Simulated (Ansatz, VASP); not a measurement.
## BiAu: VASP beside Ansatz

```
CELL_PARAMETERS angstrom
0.00000 2.97245 2.97245
2.97245 0.00000 2.97245
2.97245 2.97245 0.00000
ATOMIC_POSITIONS crystal
Au 0.00000 0.00000 0.00000
Bi 0.50000 0.50000 0.50000
```

The cell comes from a database or a generator and needn't be the stable form of this composition.

Alike in both runs: task single point; functional PBE; k mesh 12 × 12 × 12; occupations fermi-dirac, width 0.03 eV; no spin polarisation.

```csv
,VASP,Ansatz
version,VASP 6.6.1,Ansatz 0.2.0
potentials or method,"VASP PAW PBE potentials, release 64 (Au, Bi_d), cutoff 520 eV","all-electron LAPW, scalar-relativistic"
```

```tsv
	VASP	Ansatz	Ansatz less VASP
pressure (GPa)	-0.1	0.0	+0.09
```

Ansatz ran all-electron here, so the differences hold the error of VASP's frozen core and of both bases.
